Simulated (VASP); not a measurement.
Level of theory: optB88-vdW, VASP's PBE PAW potentials (set 64) (plane waves; VASP).

The input files of a VASP run:

**INCAR**
```
AGGAC  =  0.0
ALGO  =  Normal
EDIFF  =  1E-7
ENCUT  =  520
GGA  =  BO
ISIF  =  2
ISMEAR  =  0
LASPH  =  .TRUE.
LCHARG  =  .FALSE.
LMAXMIX  =  4
LREAL  =  .FALSE.
LUSE_VDW  =  .TRUE.
LWAVE  =  .FALSE.
NELM  =  100
PARAM1  =  0.1833333333
PARAM2  =  0.22
PREC  =  Accurate
SIGMA  =  0.05
SYSTEM  =  InP
```

File POSCAR:
```
InP
1
    0.0000000000     2.9457312817     2.9457312817
    2.9457312817     0.0000000000     2.9457312817
    2.9457312817     2.9457312817     0.0000000000
In P
1 1
Direct
  0.0000000000   0.0000000000   0.0000000000
  0.2500000000   0.2500000000   0.2500000000
```

### KPOINTS
```
Automatic mesh
0
Gamma
8 8 8
0 0 0
```

POTCAR, in this order: In_d P (PBE.64 set). Program: vasp_std.

Output of the run:

### OUTCAR
```
 ion  position               nearest neighbor table
   1  0.000  0.000  0.000-   2 2.55   2 2.55   2 2.55   2 2.55
   2  0.250  0.250  0.250-   1 2.55   1 2.55   1 2.55   1 2.55
  LATTYP: Found a face centered cubic cell.
 ALAT       =     5.8914625634
 Subroutine PRICEL returns:
 Original cell was already a primitive cell.
 Subroutine GETGRP returns: Found 24 space group operations
The static configuration has the point symmetry T_d .
The dynamic configuration has the point symmetry T_d .
 Subroutine INISYM returns: Found 24 space group operations
 Subroutine IBZKPT returns following result:
 Found     29 irreducible k-points:

 Following reciprocal coordinates:
            Coordinates               Weight
  0.000000  0.000000  0.000000      1.000000
  0.125000  0.000000  0.000000      8.000000
  0.250000  0.000000  0.000000      8.000000
  0.375000  0.000000  0.000000      8.000000
  0.500000  0.000000  0.000000      4.000000
  0.125000  0.125000  0.000000      6.000000
  0.250000  0.125000  0.000000     24.000000
  0.375000  0.125000  0.000000     24.000000
  0.500000  0.125000  0.000000     24.000000
 -0.375000  0.125000  0.000000     24.000000
 -0.250000  0.125000  0.000000     24.000000
 -0.125000  0.125000  0.000000     12.000000
  0.250000  0.250000  0.000000      6.000000
  0.375000  0.250000  0.000000     24.000000
  0.500000  0.250000  0.000000     24.000000
 -0.375000  0.250000  0.000000     24.000000
 -0.250000  0.250000  0.000000     12.000000
  0.375000  0.375000  0.000000      6.000000
  0.500000  0.375000  0.000000     24.000000
 -0.375000  0.375000  0.000000     12.000000
  0.500000  0.500000  0.000000      3.000000
  0.375000  0.250000  0.125000     24.000000
  0.500000  0.250000  0.125000     48.000000
 -0.375000  0.250000  0.125000     24.000000
  0.500000  0.375000  0.125000     24.000000
 -0.375000  0.375000  0.125000     48.000000
 -0.250000  0.375000  0.125000     24.000000
 -0.375000  0.500000  0.125000     12.000000
 -0.250000  0.500000  0.250000      6.000000
   k-points           NKPTS =     29   k-points in BZ     NKDIM =     29   number of bands    NBANDS=     13
   number of dos      NEDOS =    301   number of ions     NIONS =      2
   total plane-waves  NPLWV =  32768
   dimension x,y,z NGX =    32 NGY =   32 NGZ =   32
   dimension x,y,z NGXF=    64 NGYF=   64 NGZF=   64
   ions per type =               1   1
   PREC   = accura    normal or accurate (medium, high low for compatibility)
   ISTART =      0    job   : 0-new  1-cont  2-samecut
   ICHARG =      2    charge: 1-file 2-atom 10-const
   ISPIN  =      1    spin polarized calculation?
   LNONCOLLINEAR =      F non collinear calculations
   LSORBIT =      F    spin-orbit coupling
   INIWAV =      1    electr: 0-lowe 1-rand  2-diag
   ENCUT  =  520.0 eV  38.22 Ry    6.18 a.u.   7.75  7.75  7.75*2*pi/ulx,y,z
   NELM   =    100;   NELMIN=  2; NELMDL= -5     # of ELM steps
   EDIFF  = 0.1E-06   stopping-criterion for ELM
   LREAL  =      F    real-space projection
   NLSPLINE    = F    spline interpolate recip. space projectors
   LMAXMIX     =    4 max onsite mixed and CHGCAR
   VOSKOWN=      0    Vosko Wilk Nusair interpolation
   EDIFFG = 0.1E-05   stopping-criterion for IOM
   NSW    =      0    number of steps for IOM
   NBLOCK =      1;   KBLOCK =      1    inner block; outer block
   IBRION =     -1    ionic relax: 0-MD 1-quasi-New 2-CG
   NFREE  =      0    steps in history (QN), initial steepest desc. (CG)
   ISIF   =      2    stress and relaxation
   ISYM   =      2    0-nonsym 1-usesym 2-fastsym
   TEIN   =    0.0    initial temperature
   TEBEG  =    0.0;   TEEND  =   0.0 temperature during run
   SMASS  =  -3.00    Nose mass-parameter (am)
...
```

**OSZICAR**
```
       N       E                     dE             d eps       ncg     rms          rms(c)
DAV:   1     0.121897385300E+03    0.12190E+03   -0.85181E+03   754   0.152E+03
DAV:   2     0.436798559869E+01   -0.11753E+03   -0.11380E+03   774   0.333E+02
DAV:   3    -0.396566015807E+01   -0.83336E+01   -0.82773E+01   999   0.924E+01
DAV:   4    -0.418734469230E+01   -0.22168E+00   -0.22156E+00   913   0.172E+01
DAV:   5    -0.419706063049E+01   -0.97159E-02   -0.97156E-02  1116   0.302E+00    0.475E+00
DAV:   6    -0.377657825492E+01    0.42048E+00   -0.85244E-01  1111   0.154E+01    0.285E+00
DAV:   7    -0.375284414211E+01    0.23734E-01   -0.20116E-01   985   0.348E+00    0.115E+00
DAV:   8    -0.375238432741E+01    0.45981E-03   -0.14616E-02   978   0.177E+00    0.341E-01
DAV:   9    -0.375262759880E+01   -0.24327E-03   -0.21169E-03   967   0.781E-01    0.173E-01
DAV:  10    -0.375263672324E+01   -0.91244E-05   -0.21999E-04   997   0.121E-01    0.122E-01
DAV:  11    -0.375265647338E+01   -0.19750E-04   -0.34778E-05   878   0.550E-02    0.169E-02
DAV:  12    -0.375265653678E+01   -0.63403E-07   -0.13782E-05   979   0.753E-02    0.124E-02
DAV:  13    -0.375265656909E+01   -0.32309E-07   -0.56930E-07   934   0.735E-03
   1 F= -.37526566E+01 E0= -.37526566E+01  d E =-.135310E-12
```

File OUTCAR:
```
------------------------ aborting loop because EDIFF is reached ----------------------------------------
  FORCE on cell =-STRESS in cart. coord.  units (eV):
  Direction    XX          YY          ZZ          XY          YZ          ZX
  --------------------------------------------------------------------------------------
  Total        0.6262305      0.6262305      0.6262305     -0.0000000     -0.0000000     -0.0000000
  in kB       19.6261634     19.6261634     19.6261634     -0.0000000     -0.0000000     -0.0000000
  external PRESSURE =      19.6261634 kB  Pullay stress =       0.0000000 kB
  volume of cell :       51.12
      direct lattice vectors                 reciprocal lattice vectors
     0.000000000  2.945731282  2.945731282    -0.169737139  0.169737139  0.169737139
     2.945731282  0.000000000  2.945731282     0.169737139 -0.169737139  0.169737139
     2.945731282  2.945731282  0.000000000     0.169737139  0.169737139 -0.169737139
  FREE ENERGIE OF THE ION-ELECTRON SYSTEM (eV)
  ---------------------------------------------------
  free  energy   TOTEN  =        -3.7526565691 eV

  energy  without entropy=       -3.7526565691  energy(sigma->0) =       -3.75265657
```
(Selected blocks of OUTCAR.)

The compound is InP in the zinc blende structure. This cell is one point of a volume scan, at 0.97 of the reference volume.
